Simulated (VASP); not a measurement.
Write the native input for VASP 6.6.1 that does the following.

```
Task                   : single point
Functional             : PBE
Potentials or basis    : VASP PAW PBE potentials, release 64 (Ba_sv, Te, Mo_sv)
Cutoff                 : 520 eV
k mesh                 : 4 × 4 × 4
Occupations            : gaussian, width 0.1 eV
Spin                   : no spin polarisation
Dipole correction      : no
Further INCAR settings : ALGO = Fast; EDIFF = 1e-06; NBANDS = 44
```

The structure of BaTe3Mo3 lies in POSCAR:

```
BaTe3Mo3
1.0
    5.8891485400      0.0000000000      0.0000000000
    0.0000000000      5.8891485400      0.0000000000
    0.0000000000      0.0000000000      5.8891485400
Ba Te Mo
1 3 3
Direct
    0.0000000000      0.0000000000      0.0000000000
    0.0000000000      0.5000000000      0.5000000000
    0.5000000000      0.0000000000      0.5000000000
    0.5000000000      0.5000000000      0.0000000000
    0.5000000000      0.0000000000      0.0000000000
    0.0000000000      0.5000000000      0.0000000000
    0.0000000000      0.0000000000      0.5000000000
```

The cell was built by a generator and needn't be a form met in nature.

The cell isn't the ideal one: species swapped into the Ca3AsBr3 type (Pm-3m, No. 221).

These files were run (other wordings do the same):

INCAR

```
PREC = Accurate
ENCUT = 520
EDIFF = 1E-6
ISMEAR = 0
SIGMA = 0.1
LREAL = False
LASPH = True
NELM = 100
ALGO = Fast
ISIF = 2
LWAVE = False
LCHARG = True
GGA = PE
LELF = True
LVHAR = True
NBANDS = 44
```

KPOINTS

```
regular mesh
0
Gamma
  4 4 4
```

Potentials or basis: VASP PAW PBE potentials, release 64 (Ba_sv, Te, Mo_sv).

Launch:

```bash
$ cat potpaw_PBE.64/Ba_sv/POTCAR potpaw_PBE.64/Te/POTCAR potpaw_PBE.64/Mo_sv/POTCAR > POTCAR
$ mpirun -np 1 vasp_std > vasp.out
```

It gave:

```json
{"Pressure": "-6.1 GPa", "Band gap on the k mesh": "none (metal or under the smearing width)"}
```

It took 99 s on 1 thread of Intel(R) Xeon(R) Platinum 8559C (Emerald Rapids), with other jobs on the host, peak memory 0.36 GiB.
